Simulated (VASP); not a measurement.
The input files of a VASP run:

File KPOINTS:
```
Regular mesh
0
Gamma
 4 4 4
```

### POSCAR
```
Mg2Sn
1
    0.0000000000     3.4476000000     3.4476000000
    3.4476000000     0.0000000000     3.4476000000
    3.4476000000     3.4476000000     0.0000000000
Mg Sn
2 1
Direct
  0.2500000000   0.2500000000   0.2500000000
  0.7500000000   0.7500000000   0.7500000000
  0.0000000000   0.0000000000   0.0000000000
```

**INCAR**
```
ALGO=Normal
EDIFF=1E-6
ENCUT=400
GGA=PE
ISIF=2
ISMEAR=0
LASPH=.TRUE.
LCHARG=.FALSE.
LMAXMIX=4
LREAL=.FALSE.
LWAVE=.FALSE.
NELM=100
PREC=Accurate
SIGMA=0.05
SYSTEM=Mg2Sn
```

POTCAR, in this order: Mg Sn_d (PBE.64 set). Program: vasp_std.

Problem. Translate this PBE calculation to Ansatz.

Solution. One equivalent input (not run):
Ansatz 0.2 input:
```yaml
crystal:
  lattice:
    - [0.0000000, 3.4476000, 3.4476000]
    - [3.4476000, 0.0000000, 3.4476000]
    - [3.4476000, 3.4476000, 0.0000000]
  atoms:
    - { symbol: Mg, position: [0.2500000, 0.2500000, 0.2500000] }
    - { symbol: Mg, position: [0.7500000, 0.7500000, 0.7500000] }
    - { symbol: Sn, position: [0.0000000, 0.0000000, 0.0000000] }
kpoints:
  mp_grid: { grid: [4, 4, 4] }
hamiltonian:
  xc: pbe
  pseudopotentials: { kind: paw }
scf:
  occupations: { method: gaussian, width: 0.05 }
  max_iter: 100
output: { forces: true, stress: true, eigenvalues: true }
```
What does not carry over: each code has its own PAW files, so the cut-off isn't converted (ENCUT is set for VASP's; basis.ecutwfc is left out, and Ansatz then takes the one that its files recommend); Ansatz stops its SCF on the density residual and VASP on the energy change (EDIFF).

The compound is Mg2Sn in the antifluorite structure. The cell was not relaxed at this level. The k-mesh is coarse (spacing up to 0.39 per Å, 2π included), so the numbers may not be converged in it.
